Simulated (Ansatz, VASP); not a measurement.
## Two plane-wave programs on Ge5Pd

INCAR

```
PREC     = Accurate       # precision mode
ENCUT    = 520            # plane-wave cutoff, eV
EDIFF    = 1E-6           # SCF threshold, eV
ISMEAR   = 0              # smearing method
SIGMA    = 0.1            # smearing width, eV
LREAL    = False          # projectors in reciprocal space
LASPH    = True           # aspherical terms in the spheres
NELM     = 150            # most SCF steps
ALGO     = Normal         # electronic algorithm
ISIF     = 2              # what is computed and relaxed
LWAVE    = False          # write WAVECAR
LCHARG   = False          # write CHGCAR
ISPIN    = 2              # spin polarisation
MAGMOM   = 0 0 0 0 0 1    # initial moments
LORBIT   = 11             # projections on sites
LMAXMIX  = 4              # l up to which the mixer works
GGA      = PE             # functional
NBANDS   = 53             # bands
```

The input KPOINTS:

```
regular mesh
0
Gamma
  4 4 4
```

POSCAR

```
Ge5Pd
1.0
    0.0000000000      3.8217159400      3.8217159400
    3.8217159400      0.0000000000      3.8217159400
    3.8217159400      3.8217159400      0.0000000000
Ge Pd
5 1
Direct
    0.2500000000      0.2500000000      0.2500000000
    0.1250000000      0.6250000000      0.6250000000
    0.6250000000      0.6250000000      0.6250000000
    0.6250000000      0.1250000000      0.6250000000
    0.6250000000      0.6250000000      0.1250000000
    0.0000000000      0.0000000000      0.0000000000
```

Input for Ansatz:

```yaml
crystal:
  lattice:
    - [0.0, 3.82171594, 3.82171594]
    - [3.82171594, 0.0, 3.82171594]
    - [3.82171594, 3.82171594, 0.0]
  atoms:
    - { symbol: Ge, position: [0.25, 0.25, 0.25] }
    - { symbol: Ge, position: [0.125, 0.625, 0.625] }
    - { symbol: Ge, position: [0.625, 0.625, 0.625] }
    - { symbol: Ge, position: [0.625, 0.125, 0.625] }
    - { symbol: Ge, position: [0.625, 0.625, 0.125] }
    - { symbol: Pd, position: [0.0, 0.0, 0.0], spin: 1.0 }
basis:
  ecutwfc: 420
kpoints:
  mp_grid: { grid: [4, 4, 4] }
hamiltonian:
  xc: pbe
scf:
  occupations: { method: gaussian, width: 0.1 }
  lower_state_search: "off"
output:
  forces: true
  stress: true
  eigenvalues: true
  populations: true
magnetization:
  spin_polarized: true
```

Change from the starting cell: species swapped into the ZrCu5 type (F-43m, No. 216).

Alike in both runs: task single point; functional PBE; k mesh 4 × 4 × 4; occupations gaussian, width 0.1 eV; collinear spin.

|  | VASP | Ansatz |
| --- | --- | --- |
| version | VASP 6.6.1 | Ansatz 0.2.0 |
| potentials or method | VASP PAW PBE potentials, release 64 (Ge_d, Pd) | scalar-relativistic, plane waves, PAW |
| plane-wave cutoff (eV) | 520 | 420 |
| valence electrons in the cell | 80 | 88 |

```csv
,VASP,Ansatz,Ansatz less VASP
gap on the k mesh at the Fermi level (eV),none,none,-
pressure (GPa),3.4,3.3,-0.01
rms of the force components (eV/Å),0.019,0.019,-0.0006
net moment per atom (μB),0.00,0.00,0.000
```

A gap of «none» marks a metal or a gap that the smearing closes. The two sets of potentials don't hold the same shells in valence. Ansatz warned: «seeded_moment_not_kept».
